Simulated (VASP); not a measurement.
```xyz
2
Lattice="0.0000 2.7155 2.7155 2.7155 0.0000 2.7155 2.7155 2.7155 0.0000" Properties=species:S:1:pos:R:3 pbc="T T T"
Si     0.0000     0.0000     0.0000
Si     1.3578     1.3578     1.3578
```

Method: LDA (Ceperley-Alder, Perdew-Zunger), VASP's LDA PAW potentials (set 64) (plane waves; VASP). Settings: 520 eV cut-off, 8×8×8 Γ-centred mesh, Gaussian smearing of 0.050 eV, potentials Si.

Q: The ions, cell shape and volume are relaxed. Give the cell that the relaxation ends in.

A: 
```xyz
2
Lattice="0.0000 2.7015 2.7015 2.7015 0.0000 2.7015 2.7015 2.7015 0.0000" Properties=species:S:1:pos:R:3 pbc="T T T"
Si     0.0000     0.0000     0.0000
Si     1.3507     1.3507     1.3507
```
Space group Fd-3m (227), at a tolerance of 0.03 Å.

Q: How do energy and volume change from the first to the last step?

A: The energy (σ→0) changes by -1.4 meV/atom and the volume by -1.5 %, in 3 ionic steps.

The compound is Si in the diamond structure. This run relaxes it. Symmetry was kept, so distortions that lower it aren't found.
